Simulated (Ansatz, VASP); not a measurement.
# Sn in two plane-wave programs

One calculation is typed for both programs; each brings its own data sets. How far apart do they land? The structure shown is the end of the Ansatz relaxation below.

Program: Ansatz 0.2.0. Level of theory: plane waves, with VASP 6.6.1 beside it; single point at PBEsol. Results are calculated unless marked as measured.

**1. The starting structure**

The structure is tetragonal, space group I4_1/amd (No. 141). The conventional cell has a = 4.674 Å, b = 4.674 Å, c = 6.344 Å, α = 90.00°, β = 90.00°, γ = 90.00°. Sn has 4 Sn at 2.82 Å nearest.

**2. Ansatz: relaxation, PBEsol**

Ansatz runs on its PAW soft_1 files.

This run makes the geometry at which the two programs are then compared.

Input file input.yaml:

```yaml
crystal:
  lattice:
    - [0.0, 3.2930867029, 3.1721786728]
    - [3.2930867029, 0.0, 3.1721786728]
    - [3.2930867029, 3.2930867029, 0.0]
  atoms:
    - { symbol: Sn, position: [0.5, 0.5, 0.5] }
    - { symbol: Sn, position: [0.75, 0.75, 0.75] }
  conventional_axes: [[-1, 1, 1], [1, -1, 1], [1, 1, -1]]
kpoints:
  mp_grid: { grid: [12, 12, 12] }
hamiltonian:
  xc: pbesol
  pseudopotentials: { kind: paw, azcp: { folder: soft_1 }, xc_functional: pbe }
scf:
  occupations: { method: methfessel_paxton, width: 0.2 }
output:
  forces: true
  stress: true
  eigenvalues: true
relax:
  adjacent_minimum: "off"
  f_tol: 0.001
  max_steps: 60
  cell: { stress_tol: 0.01, fix: [c, angles] }
```

On the command line:

```console
$ ansatz run input.yaml --threads 4 --pin off --max-ram 10240MiB --backend cpu --events-out ev --progress --plain --runs-dir out
```

Numbers of over 12 decimals in the logs are rounded to 6 here.

Output:

```text
Engine: ansatz 0.2.0, x86_64-unknown-linux-gnu
Pseudopotentials: kind: paw
Pseudopotential: Sn, paw, valence charge 14, recommended cutoff 420 eV (normal), soft_1/Sn.paw.azcp
Functional definition: PBEsol
  exchange = pbesol_x
  correlation = pbesol_c
Crystal: 2 atoms, lattice volume = 68.801 Å³
Basis set: ecut = 420 eV, 1355 PW (Γ), exchange–correlation on 64×64×64 points (8 copies of the dense FFT grid, shifted against one another)
Bands: 18, of which v1, the nominal top of the filled ones, is band 14 counted from 1 (13 counted from 0)
Symmetry: 16 space group operations
Space group: I41/amd (ITA 141), of the structure as read, at distance tolerance 4.1e-5 Å
k-points: 163 of 1728
Non-local potential: Sn, projectors of the file, l = 0: 2, l = 1: 2, l = 2: 2, l = 3: 1
PAW form: soft (Blöchl's): semilocal exchange-correlation on the pseudo side does not see the compensation charge
PAW frozen core: Sn, regenerated for the run's functional, and the local potential with it (the file was generated under x = pbe(κ = 0.804, μ = 0.219515), c = pbe(β = 0.066725))
PAW one-centre angular grid: Sn, 590 points (default); XC on 64 Gauss nodes
Initial density: superposition of atomic densities (chi_scale 0.1, normalization cell)
Initial wavefunctions: pseudopotential atomic-orbital guess
Functional: x = pbesol(κ = 0.804, μ = 0.123457), c = pbesol(β = 0.046)
SCF iter   1: F=—  HF=-11899.708945 eV  |F-HF|=—  |Δ(HF+E_count)|=         —  Δρ=2.17e-2  dr2=3.38e-1  ethr=3.10e-3  ⟨swp⟩=5.6  Hψ=15480  notcnv=0
preconditioner: auto → Kerker (q_TF=auto, 2.349 Å⁻¹)  [metal: Δε(μ)=0.028 eV  Ē_g=19.924 eV  σ=0.200 eV  W_gap=0.12  n_scr=14 (ndim 8)  ℏωp=23.7 eV  f_vac=0.006  D(μ)=0.17/eV (n_scr^D=0)]
SCF iter   2: F=—  HF=-11899.667774 eV  |F-HF|=—  |Δ(HF+E_count)|=   4.12e-2  S|Δr|=    0.00e0  Δρ=1.41e-2  dr2=1.62e-1  ethr=1.21e-3  ⟨swp⟩=1.0  Hψ=4238  notcnv=0
SCF iter   3: F=—  HF=-11899.636203 eV  |F-HF|=—  |Δ(HF+E_count)|=   3.16e-2  S|Δr|=    0.00e0  Δρ=2.61e-3  dr2=1.31e-2  ethr=5.78e-4  ⟨swp⟩=1.0  Hψ=2934  notcnv=0
SCF iter   4: F=—  HF=-11899.636800 eV  |F-HF|=—  |Δ(HF+E_count)|=   5.96e-4  S|Δr|=    0.00e0  Δρ=1.42e-3  dr2=2.72e-3  ethr=4.67e-5  ⟨swp⟩=2.0  Hψ=3526  notcnv=0
SCF iter   5: F=—  HF=-11899.637919 eV  |F-HF|=—  |Δ(HF+E_count)|=   1.12e-3  S|Δr|=    0.00e0  Δρ=2.90e-4  dr2=7.41e-5  ethr=9.73e-6  ⟨swp⟩=2.0  Hψ=3589  notcnv=0
SCF iter   6: F=—  HF=-11899.637994 eV  |F-HF|=—  |Δ(HF+E_count)|=   7.57e-5  S|Δr|=    0.00e0  Δρ=5.53e-5  dr2=1.44e-6  ethr=2.65e-7  ⟨swp⟩=2.2  Hψ=3935  notcnv=0
SCF iter   7: F=-11899.638001 eV  HF=-11899.638001 eV  |F-HF|=1.23e-7  |Δ(HF+E_count)|=   6.44e-6  S|Δr|=    0.00e0  Δρ=9.26e-6  dr2=3.68e-8  ethr=3.57e-10  ⟨swp⟩=6.1  Hψ=16116  notcnv=0
SCF 1 converged in 7 iterations: F = -11899.638001 eV  dr2 = 3.68e-8
  greatest PAW one-centre occupation: 0.991 electrons in one spin orbital (limit 2), on the Sn atom at site 1 (counted from 0), in its partial waves of l = 2
relax step   1: F+E_penalty+E_count = -11899.63800097 eV  Δ(F+E_penalty+E_count) = +0.000e0 eV  max|allowed force component| = 1.388e-17 eV/Å  Δτ_max = 0.0000 Å  P = +0.701 GPa  Ω = 68.801 Å³  fix = [c, alpha, beta, gamma]  reactions: c +1.402 GPa  (7 SCF iters, dr2 threshold 1.00e-7 eV, accepted)
[...]
relax step   2: F+E_penalty+E_count = -11899.63844640 eV  Δ(F+E_penalty+E_count) = -4.454e-4 eV  max|allowed force component| = 2.082e-17 eV/Å  Δτ_max = 0.0000 Å  P = +0.273 GPa  Ω = 69.471 Å³  energy of the carried Pulay correction = -2.843e-5 eV  fix = [c, alpha, beta, gamma]  reactions: c +1.057 GPa  (5 SCF iters, dr2 threshold 2.00e-7 eV, accepted)
[...]
relax step   3: F+E_penalty+E_count = -11899.63851823 eV  Δ(F+E_penalty+E_count) = -7.183e-5 eV  max|allowed force component| = 2.429e-17 eV/Å  Δτ_max = 0.0000 Å  P = +0.380 GPa  Ω = 69.300 Å³  energy of the carried Pulay correction = -2.120e-5 eV  fix = [c, alpha, beta, gamma]  reactions: c +1.143 GPa  (5 SCF iters, dr2 threshold 3.55e-8 eV, accepted)
[...]
relax step   4: F+E_penalty+E_count = -11899.63853984 eV  Δ(F+E_penalty+E_count) = -2.161e-5 eV  max|allowed force component| = 2.429e-17 eV/Å  Δτ_max = 0.0000 Å  P = +0.380 GPa  Ω = 69.300 Å³  fix = [c, alpha, beta, gamma]  reactions: c +1.143 GPa  stress off target by 1.53e-3 GPa on what of the cell is left free  SCF on the basis re-selected at this cell (its energy is not comparable with the rows above)  (6 SCF iters)
basis re-selected at this cell: Δ(F+E_penalty+E_count) = -2.161e-5 eV, ΔP = +0.000 GPa vs the last step (what re-selecting the basis moved, of the pressure what is left beyond the Pulay correction that the steps carried, after the strain that the cell walked since its last selection, with what the two solves' SCF thresholds leave and, on support functions, any second-order correction that the steps lacked; it is no m [...]
SCF converged after 6 iterations
Stability not checked: this state was not tested for a lower state beside it, because cold or Methfessel-Paxton smearing, or corrected tetrahedra, fill the levels in a way that the test cannot read (fill_not_monotonic; see scf.lower_state_search)
Free energy (F): -11899.638540 eV
Harris-Foulkes:  -11899.638540 eV  (|F-HF|=3.64e-12)
Internal energy: -11899.638195 eV  (E = F + TS)
E sigma→0 (E₀):  -11899.638454 eV
Entropy (-TS):   -0.000345 eV (-0.173 meV/atom)
Fermi energy:    7.535250 eV
--- Per-component energies (eV) ---
  E_band       = -254.008336
  E_kinetic    = 336.980942
  E_local      = -2638.292851  (includes V_loc(G=0)·N_el)
  E_nonlocal   = 293.846676
  E_hartree    = 1281.235540
  E_xc         = -249.018190
  E_vxc        = -160.380622  (∫ρ·V_xc dr)
  E_paw        = -8592.650183  (= ΣΔE_a)
  E_vpaw       = -648.634136  (= ΣTr[D̂ρ^β])
  E_aug_tail   = 0.000576  (compensation charges beyond the density's cutoff)
  E_ewald      = -2332.310383
  E_core_change = 0.569679  (= ΣΔE_core)
  E_smearing   = -0.000345  (= −TS)
  E_closure    = -0.000000  (closes the sum)
  Σ components = -11899.638540   (vs F -11899.638540, Δ=0.00e0)
--- Forces (eV/Å), atoms counted from 1 ---
  atom   1  Sn    -0.00000000     0.00000000     0.00000000
  atom   2  Sn    -0.00000000    -0.00000000     0.00000000
  max |Σ_I F_I| component: 5.55e-17 eV/Å
--- Stress (GPa, compression-positive) ---
       -0.001533       0.000000       0.000000
        0.000000      -0.001533      -0.000000
        0.000000      -0.000000       1.143194
  P = ⅓ Tr σ = 0.3800 GPa (3.800 kbar)
--- Band table (eV; the first three rows and the last of 163) ---
  k-point 0: bands = [... 10 lower, -2.9843, 6.7455, 7.5503, 7.5503, 7.8087, 9.5932, 9.7584, 9.7584]
  k-point 1: bands = [... 10 lower, -2.9177, 5.9241, 7.4091, 7.5760, 8.0221, 9.7745, 9.9303, 10.0301]
  k-point 2: bands = [... 10 lower, -2.7210, 4.7028, 7.1029, 7.2999, 8.0281, 10.1960, 10.2863, 10.8521]
  k-point 162: bands = [... 10 lower, 0.1609, 0.1609, 4.9838, 4.9838, 8.1605, 8.1605, 15.1918, 15.1918]
--- Relaxed structure (3 steps of the walk, 3 accepted, 1 SCFs on fresh bases) ---
  F+E_penalty+E_count = -11899.63853984 eV   max|allowed force component| = 2.429e-17 eV/Å   (the final SCF, on the basis selected at the relaxed cell)
  cell:  # Å, volume = 69.2997 Å³
    - [0, 3.305003, 3.1721786728]
    - [3.305003, 0, 3.1721786728]
    - [3.305003, 3.305003, 0]
  atoms:
    - { symbol: Sn, position: [0.5, 0.5, 0.5] }
    - { symbol: Sn, position: [0.75, 0.75, 0.75] }
```

**3. VASP: single point, PBEsol, pair 1**

The same cell, functional, mesh and smearing now go to VASP, with its own data sets.

Lines of VASP's logs that name or quote its potential files are left out, and so is its time.

Input file INCAR:

```
SYSTEM = Sn
PREC = Accurate
ENCUT = 500
EDIFF = 1E-06
NELM = 120
ISMEAR = 1
SIGMA = 0.2
LREAL = .FALSE.
ALGO = Normal
GGA = PS
NBANDS = 20
LORBIT = 11
LWAVE = .FALSE.
LCHARG = .FALSE.
ISIF = 2
LASPH = .TRUE.
GGA_COMPAT = .FALSE.
KPAR = 2
```

Input file POSCAR:

```
Sn
1.0
    0.0000000000      3.3050034065      3.1721786728
    3.3050034065      0.0000000000      3.1721786728
    3.3050034065      3.3050034065      0.0000000000
Sn
2
Direct
    0.5000000000      0.5000000000      0.5000000000
    0.7500000000      0.7500000000      0.7500000000
```

Input file KPOINTS:

```
Automatic mesh
0
Gamma
12 12 12
0 0 0
```

PAW data sets: Sn_d (PBE family, release 64).

On the command line:

```console
$ mpirun -np 2 vasp_std
```

Output:

```text
[banner, memory and clock lines left out]
running    2 mpi-ranks, on    1 nodes
 distrk:  each k-point on    1 cores,    2 groups
 distr:  one band on    1 cores,    1 groups

 POSCAR found type information on POSCAR Sn
 POSCAR found :  1 types and       2 ions
|                                                                             |
|               ----> ADVICE to this user running VASP <----                  |
|                                                                             |
|     You enforced a specific xc type in the INCAR file but a different       |
|     [... a line on the potential file left out ...]
|     I HOPE YOU KNOW WHAT YOU ARE DOING!                                     |
|                                                                             |

 LDA part: xc-table for (Slater+PW92), standard interpolation
 POSCAR, INCAR and KPOINTS ok, starting setup
 FFT: planning ... GRIDC
 FFT: planning ... GRID_SOFT
 FFT: planning ... GRID
 WAVECAR not read
 entering main loop
       N       E                     dE             d eps       ncg     rms          rms(c)
DAV:   1     0.220034319688E+03    0.22003E+03   -0.14801E+04  6564   0.198E+03
DAV:   2     0.144226610431E+02   -0.20561E+03   -0.20207E+03  6540   0.439E+02
DAV:   3    -0.782981615737E+01   -0.22252E+02   -0.22124E+02  7508   0.141E+02
DAV:   4    -0.853384314852E+01   -0.70403E+00   -0.70370E+00  7380   0.283E+01
DAV:   5    -0.855853728940E+01   -0.24694E-01   -0.24694E-01  9004   0.516E+00    0.320E+00
DAV:   6    -0.848956647553E+01    0.68971E-01   -0.42770E-02  8820   0.276E+00    0.181E+00
DAV:   7    -0.845646178017E+01    0.33105E-01   -0.53585E-02  7456   0.263E+00    0.165E-01
DAV:   8    -0.845738936585E+01   -0.92759E-03   -0.72014E-03  7172   0.104E+00    0.526E-02
DAV:   9    -0.845763881632E+01   -0.24945E-03   -0.37021E-04  8184   0.159E-01    0.103E-02
DAV:  10    -0.845764758614E+01   -0.87698E-05   -0.16070E-05  7688   0.326E-02    0.514E-03
DAV:  11    -0.845764916529E+01   -0.15792E-05   -0.25128E-06  5688   0.119E-02    0.664E-04
DAV:  12    -0.845764905805E+01    0.10724E-06   -0.20948E-07  4524   0.665E-03
   1 F= -.84576491E+01 E0= -.84575337E+01  d E =-.346032E-03
```

OUTCAR, selected parts (step 3):

```text
ion  position               nearest neighbor table
   1  0.500  0.500  0.500-   2 2.82   2 2.82   2 2.82   2 2.82
   2  0.750  0.750  0.750-   1 2.82   1 2.82   1 2.82   1 2.82

  LATTYP: Found a body centered tetragonal cell.
 ALAT       =     4.6739806412
 C/A-ratio  =     1.3573777541

 Subroutine GETGRP returns: Found 16 space group operations
 (whereof  8 operations were pure point group operations)

The static configuration has the point symmetry D_2d.
 The point group associated with its full space group is D_4h.

 Found    163 irreducible k-points:

   k-points           NKPTS =    163   k-points in BZ     NKDIM =    163   number of bands    NBANDS=     20

   dimension x,y,z NGX =    36 NGY =   36 NGZ =   36
   dimension x,y,z NGXF=    72 NGYF=   72 NGZF=   72

   ENCUT  =  500.0 eV  36.75 Ry    6.06 a.u.   8.35  8.35  8.52*2*pi/ulx,y,z

   NELECT =      28.0000    total number of electrons

 k-points in reciprocal lattice and weights: Automatic mesh
   0.00000000  0.00000000  0.00000000       0.001
   0.08333333 -0.00000000  0.00000000       0.005
   0.16666667 -0.00000000  0.00000000       0.005
   0.25000000 -0.00000000  0.00000000       0.005
   0.33333333 -0.00000000  0.00000000       0.005
   0.41666667 -0.00000000  0.00000000       0.005
   0.50000000 -0.00000000  0.00000000       0.002
   0.08333333  0.08333333  0.00000000       0.001
   0.16666667  0.08333333  0.00000000       0.005
[...]
-0.33333333  0.16666667  0.50000000       0.002
  -0.25000000  0.25000000  0.50000000       0.001

 average (electrostatic) potential at core
       1-101.4494       2-101.4494

 E-fermi :   5.3257

 k-point     1 :       0.0000    0.0000    0.0000
  band No.  band energies     occupation
    ...
     10     -15.8581      2.00000
     11      -5.1944      2.00000
     12       4.5380      2.00000
     13       5.3400      0.87969
     14       5.3400      0.87968
     15       5.5981     -0.06613
     16       7.3846     -0.00000
     17       7.5503     -0.00000
     18       7.5503     -0.00000
     19      10.1913      0.00000
    ...

 k-point     2 :       0.0833   -0.0000    0.0000
  band No.  band energies     occupation
    ...
     10     -15.8500      2.00000
     11      -5.1279      2.00000
     12       3.7155      2.00000
     13       5.1988      1.86982
     14       5.3656      0.66943
     15       5.8130     -0.00306
     16       7.5658     -0.00000
     17       7.7221     -0.00000
     18       7.8215     -0.00000
     19      10.5664      0.00000
    ...

 k-point     3 :       0.1667   -0.0000    0.0000
  band No.  band energies     occupation
    ...
     10     -15.8366      2.00000
     11      -4.9311      2.00000
     12       2.4938      2.00000
     13       4.8927      2.00905
     14       5.0896      2.07028
     15       5.8196     -0.00265
     16       7.9874     -0.00000
     17       8.0781     -0.00000
     18       8.6433     -0.00000
     19      11.3200      0.00000
    ...

  Total       -0.0296330     -0.0296330      0.4670191      0.0000000      0.0000000      0.0000000
  in kB       -0.6851017     -0.6851017     10.7972650      0.0000000      0.0000000      0.0000000
  external PRESSURE =       3.1423538 kB  Pullay stress =       0.0000000 kB

  energy-cutoff  :      500.00
  volume of cell :       69.30
      direct lattice vectors                 reciprocal lattice vectors
     0.000000000  3.305003407  3.172178673    -0.151285774  0.151285774  0.157620378
     3.305003407  0.000000000  3.172178673     0.151285774 -0.151285774  0.157620378
     3.305003407  3.305003407  0.000000000     0.151285774  0.151285774 -0.157620378

 POSITION                                       TOTAL-FORCE (eV/Angst)
 -----------------------------------------------------------------------------------
      3.30500      3.30500      3.17218        -0.000000     -0.000000     -0.000000
      4.95751      4.95751      4.75827         0.000000      0.000000      0.000000
 -----------------------------------------------------------------------------------
    total drift:                                0.000000      0.000000      0.000000

  FREE ENERGIE OF THE ION-ELECTRON SYSTEM (eV)
  ---------------------------------------------------
  free  energy   TOTEN  =        -8.4576490581 eV

  energy  without entropy=       -8.4573030262  energy(sigma->0) =       -8.45753371

 total charge
# of ion       s       p       d       tot
------------------------------------------
    1        1.166   1.196   9.969  12.330
    2        1.166   1.196   9.969  12.330
--------------------------------------------------
tot          2.331   2.391  19.938  24.660

[... 3 further parts left out ...]
```

The run ends at a pressure of 0.31 GPa.

**4. Comparison**

Known differences besides the potentials themselves: the cutoff is 420 eV in Ansatz and 500 eV in VASP; Ansatz makes its cores anew for this functional, VASP keeps those of its PBE data sets; Ansatz's pressure holds a Pulay correction, VASP's none. Total energies have different zeros and are not compared.

The two programs side by side:

```
      quantity  Ansatz  VASP  difference
pressure (GPa)    0.38  0.31       +0.07
```

**5. Ansatz: relaxation, PBEsol**

This run makes the geometry at which the two programs are then compared. The cell compared in this pair holds 69.10 Å³, against 69.30 Å³ for the pair before.

The structure compared here is the end of the Ansatz relaxation.

Edit input.yaml of step 2 so:

```diff
@@ -2,5 +2,5 @@
   lattice:
-    - [0.0, 3.2930867029, 3.1721786728]
-    - [3.2930867029, 0.0, 3.1721786728]
-    - [3.2930867029, 3.2930867029, 0.0]
+    - [0.0, 3.3050034065, 3.1394757999]
+    - [3.3050034065, 0.0, 3.1394757999]
+    - [3.3050034065, 3.3050034065, 0.0]
   atoms:
```

On the command line:

```console
$ ansatz run input.yaml --threads 4 --pin off --max-ram 10240MiB --backend cpu --events-out ev --progress --plain --runs-dir out
```

Output:

```text
[...]
Crystal: 2 atoms, lattice volume = 68.585 Å³
Basis set: ecut = 420 eV, 1355 PW (Γ), exchange–correlation on 64×64×64 points (8 copies of the dense FFT grid, shifted against one another)
Bands: 18, of which v1, the nominal top of the filled ones, is band 14 counted from 1 (13 counted from 0)
Symmetry: 16 space group operations
[...]
k-points: 163 of 1728
[...]
k-point 162: bands = [... 10 lower, 0.2227, 0.2227, 4.9644, 4.9644, 8.1405, 8.1405, 15.2536, 15.2536]
--- Relaxed structure (3 steps of the walk, 3 accepted, 1 SCFs on fresh bases) ---
[...]
cell:  # Å, volume = 69.0959 Å³
    - [0.0, 3.317284, 3.1394757999]
    - [3.317284, 0.0, 3.1394757999]
    - [3.317284, 3.317284, 0.0]
  atoms:
    - { symbol: Sn, position: [0.5, 0.5, 0.500000] }
    - { symbol: Sn, position: [0.75, 0.75, 0.75] }
[key lines of the parts left out:]
SCF converged after 6 iterations
Free energy (F): -11899.632628 eV
Fermi energy:    7.574347 eV
P = ⅓ Tr σ = 0.4964 GPa (4.964 kbar)
```

**6. VASP: single point, PBEsol, pair 2**

The same cell, functional, mesh and smearing now go to VASP, with its own data sets.

INCAR is that of step 3.

Input file POSCAR:

```
Sn
1.0
    0.0000000000      3.3172840181      3.1394757999
    3.3172840181      0.0000000000      3.1394757999
    3.3172840181      3.3172840181      0.0000000000
Sn
2
Direct
    0.5000000000      0.5000000000      0.5000000000
    0.7500000000      0.7500000000      0.7500000000
```

KPOINTS is that of step 3.

On the command line:

```console
$ mpirun -np 2 vasp_std
```

Output:

```text
[banner, memory and clock lines left out]
running    2 mpi-ranks, on    1 nodes
[...]
[... a notice as in an earlier step ...]

 LDA part: xc-table for (Slater+PW92), standard interpolation
 POSCAR, INCAR and KPOINTS ok, starting setup
[...]
entering main loop
       N       E                     dE             d eps       ncg     rms          rms(c)
DAV:   1     0.220420018763E+03    0.22042E+03   -0.14718E+04  6532   0.198E+03
DAV:   2     0.146800865330E+02   -0.20574E+03   -0.20195E+03  6548   0.437E+02
DAV:   3    -0.780837933498E+01   -0.22488E+02   -0.22334E+02  7480   0.142E+02
DAV:   4    -0.852824753398E+01   -0.71987E+00   -0.71945E+00  7400   0.286E+01
[...]
DAV:  10    -0.845174692989E+01   -0.94705E-05   -0.19404E-05  7900   0.428E-02    0.513E-03
DAV:  11    -0.845174851726E+01   -0.15874E-05   -0.27144E-06  5712   0.123E-02    0.623E-04
DAV:  12    -0.845174840362E+01    0.11364E-06   -0.19930E-07  4484   0.671E-03
   1 F= -.84517484E+01 E0= -.84516573E+01  d E =-.273277E-03
```

[end of part 1 of 2]

[Lines on the potential files, build, host, timing and source positions are cut from VASP's logs without a mark.]

[Logs are printed without paths, hosts, clocks, repeated set-up lines and the standing remarks that a program may print on its own settings, such as how far it seeks lower states.]

[Hosts, paths, dates, database ids (printed as entryN), source tags and the programs' standing remarks are cut or masked in the printed files.]
